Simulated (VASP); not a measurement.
Data:

```
KZnF3
1.0
    4.10803     0.00000     0.00000
    0.00000     4.10803     0.00000
    0.00000     0.00000     4.10803
K Zn F
1 1 3
Direct
  0.00000   0.00000   0.00000
  0.50000   0.50000   0.50000
  0.50000   0.00000   0.50000
  0.00000   0.50000   0.50000
  0.50000   0.50000   0.00000
```

Computed with PBE GGA with D4 dispersion, VASP's PBE PAW potentials (set 64) (plane waves; VASP). Numerical set-up: 520 eV cut-off, 6×6×6 Γ-centred mesh, tetrahedra with Blöchl corrections, potentials K_sv Zn F.

### Question
The job: KZnF$_{3}$ (cubic perovskite), 5 atoms, PBE-D4, static run, 520 eV, 6×6×6 Γ-centred mesh. Roughly how much core time does it take on a busy server core?

### Answer
About 30 core-seconds (one run on a shared machine, a rough figure). It had 20 irreducible k-points, 25 bands, up to 1890 plane waves and 20 electronic steps.

The compound is KZnF3 in the cubic perovskite structure. It was relaxed first.
